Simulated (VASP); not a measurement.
## Si$_{2}$Mo (space group I4/mmm): computed properties

Method: PBE GGA with D3 dispersion (Becke-Johnson damping), VASP's PBE PAW potentials (set 64) (plane waves; VASP).

```yaml
space_group: I4/mmm (139)
cell: a = 3.178 Å, b = 3.178 Å, c = 7.796 Å, α = 90.00°, β = 90.00°, γ = 90.00°
volume_per_atom: 13.12 Å^3/atom
band gap (over mesh and band path): none (metal, semimetal or under 0.01 eV)
band_gap_with_spin_orbit_coupling: none (metallic)
density: 6.42 g/cm³
```

```cif
data_Mo2Si4
_chemical_formula_sum 'Mo2 Si4'
_space_group_name_H-M_alt 'I4/mmm'
_space_group_IT_number 139
_space_group_name_Hall '-I 4 2'
_cell_length_a 3.17765
_cell_length_b 3.17765
_cell_length_c 7.79633
_cell_angle_alpha 90.000
_cell_angle_beta 90.000
_cell_angle_gamma 90.000
loop_
_atom_site_label
_atom_site_type_symbol
_atom_site_symmetry_multiplicity
_atom_site_Wyckoff_symbol
_atom_site_fract_x
_atom_site_fract_y
_atom_site_fract_z
_atom_site_occupancy
Mo1 Mo 2 a 0.00000 0.00000 0.00000 1
Si1 Si 4 e 0.00000 0.00000 0.33459 1
```
(The calculation used a cell of 3 atoms; values per cell refer to that cell.)

The structure comes from a measured Si2Mo entry (I4/mmm) of the Crystallography Open Database, whose conditions weren't checked. It was relaxed first. Symmetry was kept, so distortions that lower it aren't found.
